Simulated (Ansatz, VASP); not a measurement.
# K3LiClF3: VASP beside Ansatz

One calculation is typed for both programs; each brings its own data sets. How far apart do they land? The cell is generated by rule, not measured, and may not be a known phase. Of the first pair: The cell is taken from a series of runs on this material, whose earlier steps may have relaxed, scaled, displaced or heated it; both programs get it as it stands.

Method: plane waves, with VASP 6.6.1 beside it; relaxation of cell and atoms at PBEsol, in Ansatz 0.2.0.

**1. The starting structure**

Symmetry: P4/mmm, No. 123, tetragonal system. Conventional cell: a = 3.669 Å, b = 3.669 Å, c = 11.233 Å, α = 90.00°, β = 90.00°, γ = 90.00°. Cl has 4 Li at 2.59 Å and 2 K at 2.98 Å nearest. F has 5 K at 2.60 to 2.74 Å nearest. F has 6 K at 2.59 to 2.64 Å nearest. Nearest to K lie 5 F at 2.60 to 2.64 Å and 1 Cl at 2.98 Å. Nearest to K lie 6 F at 2.59 to 2.74 Å. Nearest to Li lie 4 Cl at 2.59 Å. Farther neighbours and most contacts between anions are not listed.

Structure file:

```
Cl F K Li
1.0
     2.59438    2.59438    0.00000
    -2.59438    2.59438    0.00000
     0.00000    0.00000   11.23323
Cl F K Li
1 3 3 1
Direct
  0.00000 0.00000 0.75000
  0.50000 0.50000 0.00588
  0.00000 0.00000 0.25000
  0.50000 0.50000 0.49412
  0.00000 0.00000 0.01511
  0.50000 0.50000 0.25000
  0.00000 0.00000 0.48489
  0.50000 0.50000 0.75000
```

**2. VASP: relaxation of cell and atoms, PBEsol, pair 1**

The relaxed volume is the usual yardstick between codes: in a stiff, nearly cubic crystal its relative difference is about their pressure difference at one cell divided by the bulk modulus.

Lines of VASP's logs that name or quote its potential files are left out, and so is its time.

Input file INCAR:

```
SYSTEM = K3LiClF3
PREC = Accurate
ENCUT = 750
EDIFF = 1E-07
NELM = 120
ISMEAR = 0
SIGMA = 0.01
LREAL = .FALSE.
ALGO = Normal
GGA = PS
NBANDS = 37
LORBIT = 11
LWAVE = .FALSE.
LCHARG = .FALSE.
ISIF = 3
IBRION = 2
NSW = 80
EDIFFG = -0.005
LASPH = .TRUE.
GGA_COMPAT = .FALSE.
NELMIN = 4
EFERMI = MIDGAP
KPAR = 2
```

Input file POSCAR:

```
K3LiClF3
1.0
    2.5943760000      2.5943760000      0.0000000000
   -2.5943760000      2.5943760000      0.0000000000
    0.0000000000      0.0000000000     11.2332290000
Cl F K Li
1 3 3 1
Direct
    0.0000000000      0.0000000000      0.7500000223
    0.5000000000      0.5000000000      0.0058771615
    0.0000000000      0.0000000000      0.2500000223
    0.5000000000      0.5000000000      0.4941228832
    0.0000000000      0.0000000000      0.0151112829
    0.5000000000      0.5000000000      0.2500000223
    0.0000000000      0.0000000000      0.4848887618
    0.5000000000      0.5000000000      0.7500000223
```

Input file KPOINTS:

```
Automatic mesh
0
Gamma
8 8 2
0 0 0
```

Potentials, in the order of the species: Cl, F, K_sv and Li_sv (PBE family, release 64).

Started as:

```sh
mpirun -np 2 vasp_std
```

Numbers of over 12 decimals in the logs are rounded to 6 here.

The program printed:

```text
[banner, memory and clock lines left out]
running    2 mpi-ranks, on    1 nodes
 distrk:  each k-point on    1 cores,    2 groups
 distr:  one band on    1 cores,    1 groups

 POSCAR found type information on POSCAR ClF K Li
 POSCAR found :  4 types and       8 ions
|                                                                             |
|               ----> ADVICE to this user running VASP <----                  |
|                                                                             |
|     You enforced a specific xc type in the INCAR file but a different       |
|     [... a line on the potential file left out ...]
|     I HOPE YOU KNOW WHAT YOU ARE DOING!                                     |
|                                                                             |

 LDA part: xc-table for (Slater+PW92), standard interpolation
 POSCAR, INCAR and KPOINTS ok, starting setup
 FFT: planning ... GRIDC
 FFT: planning ... GRID_SOFT
 FFT: planning ... GRID
 WAVECAR not read
 entering main loop
       N       E                     dE             d eps       ncg     rms          rms(c)
DAV:   1     0.610130909173E+03    0.61013E+03   -0.34822E+04  2220   0.197E+03
DAV:   2     0.167295598782E+02   -0.59340E+03   -0.57513E+03  2585   0.479E+02
DAV:   3    -0.308998673896E+02   -0.47629E+02   -0.47436E+02  2680   0.127E+02
DAV:   4    -0.362659130619E+02   -0.53660E+01   -0.53504E+01  4000   0.243E+01
DAV:   5    -0.363872198751E+02   -0.12131E+00   -0.12126E+00  2998   0.465E+00    0.109E+01
DAV:   6    -0.329255739767E+02    0.34616E+01   -0.14517E+01  2504   0.186E+01    0.731E+00
DAV:   7    -0.328623295895E+02    0.63244E-01   -0.92130E-01  3331   0.435E+00    0.524E+00
DAV:   8    -0.328051340147E+02    0.57196E-01   -0.32225E-01  2748   0.390E+00    0.896E-01
DAV:   9    -0.327953874577E+02    0.97466E-02   -0.73665E-02  3072   0.138E+00    0.243E-01
DAV:  10    -0.327943915751E+02    0.99588E-03   -0.87724E-03  3339   0.536E-01    0.135E-01
DAV:  11    -0.327926565160E+02    0.17351E-02   -0.33064E-03  2944   0.386E-01    0.679E-02
DAV:  12    -0.327920462942E+02    0.61022E-03   -0.15445E-03  3174   0.231E-01    0.419E-02
DAV:  13    -0.327919735775E+02    0.72717E-04   -0.40666E-04  3312   0.139E-01    0.164E-02
DAV:  14    -0.327919812464E+02   -0.76689E-05   -0.11169E-04  3211   0.675E-02    0.161E-02
DAV:  15    -0.327919846079E+02   -0.33615E-05   -0.15394E-05  2999   0.218E-02    0.549E-03
DAV:  16    -0.327919851798E+02   -0.57187E-06   -0.20731E-06  3513   0.739E-03    0.153E-03
DAV:  17    -0.327919851526E+02    0.27139E-07   -0.14113E-07  2287   0.227E-03
   1 F= -.32791985E+02 E0= -.32791985E+02  d E =-.327920E+02
[...]
2 F= -.32792083E+02 E0= -.32792083E+02  d E =-.978240E-04
[...]
3 F= -.32792105E+02 E0= -.32792105E+02  d E =-.119700E-03
[...]
4 F= -.32792105E+02 E0= -.32792105E+02  d E =-.119891E-03
[...]
5 F= -.32792105E+02 E0= -.32792105E+02  d E =-.119552E-03
[...]
6 F= -.32792110E+02 E0= -.32792110E+02  d E =-.481146E-05
[...]
7 F= -.32792122E+02 E0= -.32792122E+02  d E =-.177132E-04
 curvature:  -3.65 expect dE=-0.143E-04 dE for cont linesearch -0.931E-05
 ZBRENT: increasing intervall
 opt :  11.6508  next Energy=   -32.792143 (dE=-0.380E-04)
 bond charge predicted
       N       E                     dE             d eps       ncg     rms          rms(c)
DAV:   1    -0.327921118638E+02    0.10536E-04   -0.67734E-02  2220   0.135E+00    0.658E-02
DAV:   2    -0.327921657181E+02   -0.53854E-04   -0.13535E-03  2295   0.200E-01    0.301E-02
DAV:   3    -0.327921468585E+02    0.18860E-04   -0.29537E-05  3366   0.343E-02    0.159E-02
DAV:   4    -0.327921394514E+02    0.74071E-05   -0.13324E-05  3343   0.237E-02    0.737E-03
DAV:   5    -0.327921393722E+02    0.79232E-07   -0.28011E-06  2939   0.106E-02    0.200E-03
DAV:   6    -0.327921393118E+02    0.60406E-07   -0.46695E-07  2616   0.369E-03
   8 F= -.32792139E+02 E0= -.32792139E+02  d E =-.346070E-04
 curvature:  -7.94 expect dE=-0.337E-04 dE for cont linesearch -0.713E-05
 trial: gam= 0.25579 g(F)=  0.241E-05 g(S)=  0.183E-05 ort = 0.209E-05 (trialstep = 0.282E+01)
 search vector abs. value=  0.562E-05
 reached required accuracy - stopping structural energy minimisation
```

Parts of OUTCAR (step 2):

```text
ion  position               nearest neighbor table
   1  0.000  0.000  0.750-   8 2.59   8 2.59   8 2.59   8 2.59   7 2.98   5 2.98
   2  0.500  0.500  0.006-   5 2.60   5 2.60   5 2.60   5 2.60   6 2.74
   3  0.000  0.000  0.250-   6 2.59   6 2.59   6 2.59   6 2.59   5 2.64   7 2.64
   4  0.500  0.500  0.494-   7 2.60   7 2.60   7 2.60   7 2.60   6 2.74
   5  0.000  0.000  0.015-   2 2.60   2 2.60   2 2.60   2 2.60   3 2.64   1 2.98   6 3.70   6 3.70
                             6 3.70   6 3.70
   6  0.500  0.500  0.250-   3 2.59   3 2.59   3 2.59   3 2.59   2 2.74   4 2.74   5 3.70   5 3.70
                             5 3.70   5 3.70   7 3.70   7 3.70   7 3.70   7 3.70
   7  0.000  0.000  0.485-   4 2.60   4 2.60   4 2.60   4 2.60   3 2.64   1 2.98   6 3.70   6 3.70
                             6 3.70   6 3.70
   8  0.500  0.500  0.750-   1 2.59   1 2.59   1 2.59   1 2.59

  LATTYP: Found a simple tetragonal cell.
 ALAT       =     3.6690017251
 C/A-ratio  =     3.0616581407

 Subroutine GETGRP returns: Found 16 space group operations
 (whereof  8 operations were pure point group operations)

The static configuration has the point symmetry C_4v.
 The point group associated with its full space group is D_4h.

 Found     30 irreducible k-points:

   k-points           NKPTS =     30   k-points in BZ     NKDIM =     30   number of bands    NBANDS=     37

   dimension x,y,z NGX =    36 NGY =   36 NGZ =  100
   dimension x,y,z NGXF=    72 NGYF=   72 NGZF=  200

   ENCUT  =  750.0 eV  55.12 Ry    7.42 a.u.   8.19  8.19 25.08*2*pi/ulx,y,z

   NELECT =      58.0000    total number of electrons

 k-points in reciprocal lattice and weights: Automatic mesh
   0.00000000  0.00000000  0.00000000       0.008
   0.12500000  0.00000000  0.00000000       0.031
   0.25000000  0.00000000  0.00000000       0.031
   0.37500000  0.00000000  0.00000000       0.031
   0.50000000  0.00000000  0.00000000       0.016
   0.12500000  0.12500000  0.00000000       0.031
   0.25000000  0.12500000  0.00000000       0.062
   0.37500000  0.12500000  0.00000000       0.062
   0.50000000  0.12500000  0.00000000       0.031
[...]
0.50000000  0.37500000  0.50000000       0.031
   0.50000000  0.50000000  0.50000000       0.008

 average (electrostatic) potential at core
       1 -95.1906       2 -77.1430       3 -77.5493       4 -77.1430       5 -35.1089
       6 -35.4716       7 -35.1089       8 -64.6495

 E-fermi :   0.7264

 k-point     1 :       0.0000    0.0000    0.0000
  band No.  band energies     occupation
    ...
     25      -2.2439      2.00000
     26      -2.1495      2.00000
     27      -2.1495      2.00000
     28      -2.1241      2.00000
     29      -2.1241      2.00000
     30       3.5769      0.00000
     31       5.0871      0.00000
     32       5.5234      0.00000
     33       5.9288      0.00000
     34       6.9380      0.00000
    ...

 k-point     2 :       0.1250    0.0000    0.0000
  band No.  band energies     occupation
    ...
     25      -2.2972      2.00000
     26      -2.2484      2.00000
     27      -2.2159      2.00000
     28      -2.2069      2.00000
     29      -2.1792      2.00000
     30       3.8796      0.00000
     31       5.3099      0.00000
     32       5.6135      0.00000
     33       6.1667      0.00000
     34       7.0873      0.00000
    ...

 k-point     3 :       0.2500    0.0000    0.0000
  band No.  band energies     occupation
    ...
     25      -2.4949      2.00000
     26      -2.4319      2.00000
     27      -2.3436      2.00000
     28      -2.2954      2.00000
     29      -2.2949      2.00000
     30       4.5629      0.00000
     31       5.6105      0.00000
     32       5.7707      0.00000
     33       6.7662      0.00000
     34       7.0552      0.00000
    ...

  Total       -0.0121982     -0.0121982      0.0022877      0.0000000      0.0000000      0.0000000
  in kB       -0.1289540     -0.1289540      0.0241852      0.0000000      0.0000000      0.0000000
  external PRESSURE =      -0.0779076 kB  Pullay stress =       0.0000000 kB

  energy-cutoff  :      750.00
  volume of cell :      151.55
      direct lattice vectors                 reciprocal lattice vectors
     2.597527491  2.597527491  0.000000000     0.192490744  0.192490744  0.000000000
    -2.597527491  2.597527491 -0.000000000    -0.192490744  0.192490744 -0.000000000
    -0.000000000 -0.000000000 11.231034414    -0.000000000  0.000000000  0.089038993

 POSITION                                       TOTAL-FORCE (eV/Angst)
 -----------------------------------------------------------------------------------
      2.59753      2.59753      8.42328        -0.000000      0.000000      0.000000
     -0.00000      2.59753      0.06206         0.000000     -0.000000     -0.004917
      2.59753      2.59753      2.80776        -0.000000      0.000000      0.000000
     -0.00000      2.59753      5.55346        -0.000000     -0.000000      0.004917
      2.59753      2.59753      0.16759        -0.000000     -0.000000      0.000895
     -0.00000      2.59753      2.80776        -0.000000     -0.000000      0.000000
     -0.00000     -0.00000      5.44792         0.000000      0.000000     -0.000895
     -0.00000      2.59753      8.42328        -0.000000     -0.000000      0.000000
 -----------------------------------------------------------------------------------
    total drift:                               -0.000000      0.000000     -0.000003

  FREE ENERGIE OF THE ION-ELECTRON SYSTEM (eV)
  ---------------------------------------------------
  free  energy   TOTEN  =       -32.7921393118 eV

  energy  without entropy=      -32.7921393118  energy(sigma->0) =      -32.79213931

 reached required accuracy - stopping structural energy minimisation

 total charge
# of ion       s       p       d       tot
------------------------------------------
    1        1.578   3.557   0.000   5.135
    2        1.723   4.340   0.000   6.063
    3        1.724   4.353   0.000   6.077
    4        1.723   4.340   0.000   6.063
    5        1.959   5.584   0.039   7.582
    6        1.958   5.582   0.037   7.578
    7        1.959   5.584   0.039   7.582
    8        2.001   0.026   0.000   2.027
--------------------------------------------------
tot         14.627  33.365   0.116  48.108

[... 3 further parts left out ...]
```

The run keeps the 16 symmetry operations of its start, so it cannot find a distortion of lower symmetry.

(Continued in part 2 of 2.)

[Lines on the potential files, build, host, timing and source positions are cut from VASP's logs without a mark.]

[Logs are printed without paths, hosts, clocks, repeated set-up lines and the standing remarks that a program may print on its own settings, such as how far it seeks lower states.]

[Hosts, paths, dates, database ids (printed as entryN), source tags and the programs' standing remarks are cut or masked in the printed files.]
